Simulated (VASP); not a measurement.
An input for Ansatz (written as the equivalent of a VASP run, and not itself run):

Ansatz 0.2 input:
```yaml
crystal:
  lattice:
    - [-1.4878599, 1.4878599, 1.4878599]
    - [1.4878599, -1.4878599, 1.4878599]
    - [1.4878599, 1.4878599, -1.4878599]
  atoms:
    - { symbol: V, position: [0.0000000, 0.0000000, 1.0000000] }
kpoints:
  mp_grid: { grid: [15, 15, 15] }
hamiltonian:
  xc: pbe
  dispersion: d4
  pseudopotentials: { kind: paw }
scf:
  occupations: { method: methfessel_paxton, width: 0.1 }
  max_iter: 100
relax:
  max_steps: 60
  f_tol: 0.01
  cell: {}
output: { forces: true, stress: true, eigenvalues: true }
```

Task: Translate this input to VASP (INCAR, KPOINTS, POSCAR, choice of POTCAR).

Result: This is not unique; one that fits is 
**KPOINTS**
```
Automatic mesh
0
G
15 15 15
```

INCAR:
```
ENCUT  =  520   ! plane-wave cut-off (eV)
LMAXMIX  =  4
LASPH  =  .True.   ! aspherical one-centre terms
SYSTEM  =  V
NELM  =  100   ! most electronic steps
LREAL  =  .False.   ! projection in real space or not
EDIFF  =  1E-6   ! SCF stop (eV)
ISIF  =  3   ! ions, shape and volume
NSW  =  60
IBRION  =  2   ! conjugate gradients
LWAVE  =  .False.
GGA  =  PE
ALGO  =  Normal   ! blocked Davidson
LCHARG  =  .False.
PREC  =  Accurate
IVDW  =  13
EDIFFG  =  -0.01
SIGMA  =  0.1   ! width (eV)
ISMEAR  =  1   ! Methfessel-Paxton
```

### POSCAR
```
V
1
   -1.4878599401     1.4878599401     1.4878599401
    1.4878599401    -1.4878599401     1.4878599401
    1.4878599401     1.4878599401    -1.4878599401
V
1
Direct
  0.0000000000   0.0000000000   1.0000000000
```

POTCAR, in this order: V_sv (PBE.64 set). Program: vasp_std.

The two are equivalent in intent, not identical: each code has its own PAW files, so the cut-off isn't converted (ENCUT is set for VASP's; basis.ecutwfc is left out, and Ansatz then takes the one that its files recommend); Ansatz stops its SCF on the density residual and VASP on the energy change (EDIFF).

The compound is V in the bcc structure. It was relaxed first, which changed the volume by -5 %. The start is the result of an earlier pass.
